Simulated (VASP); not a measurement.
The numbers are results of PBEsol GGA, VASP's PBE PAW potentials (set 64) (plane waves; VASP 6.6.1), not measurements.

The input files of a VASP run:

### INCAR
```
SYSTEM  =  LaSi3Ru
PREC  =  Accurate; ENCUT  =  300; LREAL  =  .FALSE.
LASPH  =  .TRUE.
EDIFF  =  1E-6; NELM  =  100; ALGO  =  Normal
LMAXMIX  =  6
ISMEAR  =  0; SIGMA  =  0.05
GGA  =  PS
ISIF  =  2
LWAVE  =  .FALSE.; LCHARG  =  .FALSE.
```

### POSCAR
```
LaSi3Ru
1
   -2.1327300000     2.1327300000     4.9822350000
    2.1327300000    -2.1327300000     4.9822350000
    2.1327300000     2.1327300000    -4.9822350000
La Si Ru
1 3 1
Direct
  0.9992900000   0.9992900000   0.0000000000
  0.4177300000   0.4177300000   0.0000000000
  0.2606600000   0.7606600000   0.5000000000
  0.7606600000   0.2606600000   0.5000000000
  0.6556500000   0.6556500000   0.0000000000
```

### KPOINTS
```
Automatic mesh
0
Gamma
3 3 3
0 0 0
```

POTCAR, in this order: La Si Ru_pv (PBE.64 set). Program: vasp_std.

Question: What will the output report for the number of irreducible k-points (NKPTS), largest plane-wave count, number of space-group operations, FFT grid (NGX, NGY, NGZ)?

Answer: 
```json
{
  "number of irreducible k-points (NKPTS)": "6",
  "largest_plane_wave_count": "1086",
  "number_of_space_group_operations": "8",
  "FFT grid (NGX, NGY, NGZ)": "36 × 36 × 36"
}
```

The structure comes from a computed database's LaSi3Ru entry; how it stands against other phases isn't given here. The cell was not relaxed at this level. The k-mesh is coarse (spacing up to 0.69 per Å, 2π included), so the numbers may not be converged in it. The run is one of a series of settings (KPOINTS 3×3×3 Γ-centred mesh against the base run), some of them coarse on purpose. The electron count is odd and the run is not spin-polarised, which forces a metal.
